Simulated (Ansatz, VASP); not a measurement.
Ti2SiGe2 in VASP and in Ansatz

```
Ti Si Ge
1.0
     4.42930    0.00000    0.00000
    -2.21465    3.83589    0.00000
     0.00000    0.00000    8.10738
Ti Si Ge
2 1 2
Direct
  0.33333 0.66667 0.00000
  0.66667 0.33333 0.00000
  0.00000 0.00000 0.00000
  0.00000 0.00000 0.29024
  0.00000 0.00000 0.70976
```

Alike in both runs: functional PBE; k mesh 6 × 6 × 2; occupations gaussian, width 0.1 eV; no spin polarisation.

Ansatz relaxed the structure, and its values are those at the end. VASP's run is a single point on that final structure, the one shown.

```csv
,VASP,Ansatz
version,VASP 6.6.1,Ansatz 0.2.0
potentials or method,"VASP PAW PBE potentials, release 64 (Ti_sv, Si, Ge_d)","scalar-relativistic, plane waves, PAW"
plane-wave cutoff (eV),520,420
valence electrons in the cell,56,56
```

|  | VASP | Ansatz | Ansatz less VASP |
| --- | --- | --- | --- |
| gap on the k mesh at the Fermi level (eV) | none | none | - |
| pressure (GPa) | -0.1 | -0.1 | +0.03 |

A gap of «none» marks a metal or a gap that the smearing closes.

Caveats: the k mesh is coarse (spacing up to 0.39 Å⁻¹), so the values aren't converged.
